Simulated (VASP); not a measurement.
RbCl (rock salt):

```xyz
2
Lattice="0.0000 3.2900 3.2900 3.2900 0.0000 3.2900 3.2900 3.2900 0.0000" Properties=species:S:1:pos:R:3 pbc="T T T"
Rb     0.0000     0.0000     0.0000
Cl     3.2900     3.2900     3.2900
```

The lowest empty band near Γ, direction [110], from PBE with spin-orbit coupling in VASP (PAW); its two spin partners are averaged. The gap over the points computed is 4.95 eV, and the next band on that side lies 2.99 eV away at the edge.

Settings: 400 eV cut-off, 8×8×8 Γ-centred mesh, Gaussian smearing of 0.050 eV, potentials Rb_sv Cl.

| distance from the edge in k (1/Å) | distance in energy (meV) |
|---|---|
| 0.025 | 5.5 |
| 0.035 | 10.9 |
| 0.050 | 22.2 |
| 0.070 | 43.5 |

**Question.** Fit E(1 + αE) = ħ²k²/2m* (ħ²/2m0 = 3.810 eV Å²) and predict the row at 0.095 1/Å.

**Answer.** The rows don't resolve α, so a parabola serves: the electron mass is m* = 0.429 m0, and so 80.1 meV. The run gave 79.5 meV, -0.6 meV from the fit.

Left out are points under 3 meV from the edge, since the levels carry 0.1 meV, and points farther than half the way to the next band.

The compound is RbCl in the rock salt structure. The cell was not relaxed at this level.
